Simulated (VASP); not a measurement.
Method: PBE GGA, VASP's PBE PAW potentials (set 64) (plane waves; VASP).

VASP ran on this input.

### INCAR
```
SYSTEM = AlN
PREC = Accurate
ENCUT = 620
EDIFF = 1E-6
NELM = 100
ALGO = Normal
LREAL = .FALSE.
LASPH = .TRUE.
ISMEAR = 0
SIGMA = 0.05
GGA = PE
LWAVE = .FALSE.
LCHARG = .FALSE.
IBRION = 2
ISIF = 3
NSW = 40
EDIFFG = -0.02
PSTRESS = 300
```

### POSCAR
```
AlN
1
    0.0000000000     2.1376232280     2.1376232280
    2.1376232280     0.0000000000     2.1376232280
    2.1376232280     2.1376232280     0.0000000000
Al N
1 1
Direct
  0.0000000000   0.0000000000   0.0000000000
  0.2500000000   0.2500000000   0.2500000000
```

### KPOINTS
```
Automatic mesh
0
Gamma
11 11 11
0 0 0
```

POTCAR, in this order: Al N (PBE.64 set). Program: vasp_std.

What VASP printed:

### OSZICAR
```
       N       E                     dE             d eps       ncg     rms          rms(c)
DAV:   1     0.162375494291E+02    0.16238E+02   -0.45459E+03   920   0.974E+02
DAV:   2    -0.165468612763E+02   -0.32784E+02   -0.31007E+02  1200   0.172E+02
DAV:   3    -0.172570039393E+02   -0.71014E+00   -0.71014E+00  1088   0.316E+01
DAV:   4    -0.172589792270E+02   -0.19753E-02   -0.19753E-02  1400   0.155E+00
DAV:   5    -0.172589816582E+02   -0.24313E-05   -0.24313E-05  1104   0.401E-02    0.894E+00
DAV:   6    -0.147681312378E+02    0.24909E+01   -0.13321E+01  1064   0.257E+01    0.301E+00
DAV:   7    -0.147512673375E+02    0.16864E-01   -0.14271E-01   984   0.364E+00    0.206E+00
DAV:   8    -0.147453855398E+02    0.58818E-02   -0.17627E-02  1000   0.195E+00    0.391E-01
DAV:   9    -0.147451337559E+02    0.25178E-03   -0.69828E-04  1344   0.223E-01    0.208E-01
DAV:  10    -0.147452285045E+02   -0.94749E-04   -0.26041E-04   960   0.141E-01    0.392E-02
DAV:  11    -0.147452255446E+02    0.29599E-05   -0.11643E-05  1112   0.270E-02    0.134E-02
DAV:  12    -0.147452259015E+02   -0.35687E-06   -0.10407E-06   816   0.107E-02
   1 F= -.11087306E+02 E0= -.11087306E+02  d E =-.110873E+02
       N       E                     dE             d eps       ncg     rms          rms(c)
DAV:   1    -0.145666786772E+02    0.17855E+00   -0.46524E+00   896   0.210E+01    0.289E+00
DAV:   2    -0.143981602512E+02    0.16852E+00   -0.81624E-01   968   0.697E+00    0.817E-01
DAV:   3    -0.143949895697E+02    0.31707E-02   -0.23421E-02  1232   0.152E+00    0.238E-01
DAV:   4    -0.143940631634E+02    0.92641E-03   -0.54238E-04   944   0.279E-01    0.118E-01
DAV:   5    -0.143938827580E+02    0.18041E-03   -0.15026E-04  1048   0.142E-01    0.560E-02
DAV:   6    -0.143938830056E+02   -0.24760E-06   -0.17973E-06  1144   0.152E-02
   2 F= -.11052728E+02 E0= -.11052728E+02  d E =0.345782E-01
       N       E                     dE             d eps       ncg     rms          rms(c)
DAV:   1    -0.147076543509E+02   -0.31377E+00   -0.17092E+00   904   0.123E+01    0.176E+00
DAV:   2    -0.146435540636E+02    0.64100E-01   -0.33537E-01   952   0.440E+00    0.451E-01
DAV:   3    -0.146426063635E+02    0.94770E-03   -0.67808E-03  1152   0.838E-01    0.141E-01
DAV:   4    -0.146422210268E+02    0.38534E-03   -0.20720E-04   976   0.169E-01    0.575E-02
DAV:   5    -0.146421603659E+02    0.60661E-04   -0.47759E-05  1048   0.746E-02    0.330E-02
DAV:   6    -0.146421597251E+02    0.64079E-06   -0.79111E-07   848   0.949E-03
   3 F= -.11109247E+02 E0= -.11109247E+02  d E =-.219407E-01
```

OUTCAR:
```
------------------------ aborting loop because EDIFF is reached ----------------------------------------
  FORCE on cell =-STRESS in cart. coord.  units (eV):
  Direction    XX          YY          ZZ          XY          YZ          ZX
  --------------------------------------------------------------------------------------
  Total        3.5124545      3.5124545      3.5124545     -0.0000000      0.0000000     -0.0000000
  in kB      298.2627835    298.2627835    298.2627835     -0.0000000      0.0000000     -0.0000000
  external PRESSURE =      -1.7372165 kB  Pullay stress =     300.0000000 kB
  volume of cell :       18.87
      direct lattice vectors                 reciprocal lattice vectors
     0.000000000  2.112989843  2.112989843    -0.236631521  0.236631521  0.236631521
     2.112989843 -0.000000000  2.112989843     0.236631521 -0.236631521  0.236631521
     2.112989843  2.112989843  0.000000000     0.236631521  0.236631521 -0.236631521
  FREE ENERGIE OF THE ION-ELECTRON SYSTEM (eV)
  ---------------------------------------------------
  free  energy   TOTEN  =       -14.6421597251 eV

  energy  without entropy=      -14.6421597251  energy(sigma->0) =      -14.64215973
  enthalpy is  TOTEN    =       -11.1092471029 eV   P V=        3.5329126222

 reached required accuracy - stopping structural energy minimisation
```
(Selected blocks of OUTCAR.)

CONTCAR:
```
AlN
   1.00000000000000
     0.0000000000000000    2.1129898431396583    2.1129898431396583
     2.1129898431396583   -0.0000000000000000    2.1129898431396583
     2.1129898431396583    2.1129898431396583    0.0000000000000000
  Al              N
     1     1
Direct
     0.0000000000000000    0.0000000000000000    0.0000000000000000
     0.2500000000000000    0.2500000000000000    0.2500000000000000
```

Energy and stress use the plane-wave basis of the starting cell.

The compound is AlN in the zinc blende structure, a metastable form; wurtzite is the usual one. This run relaxes it under an external pressure of 30 GPa. Symmetry was kept, so distortions that lower it aren't found.
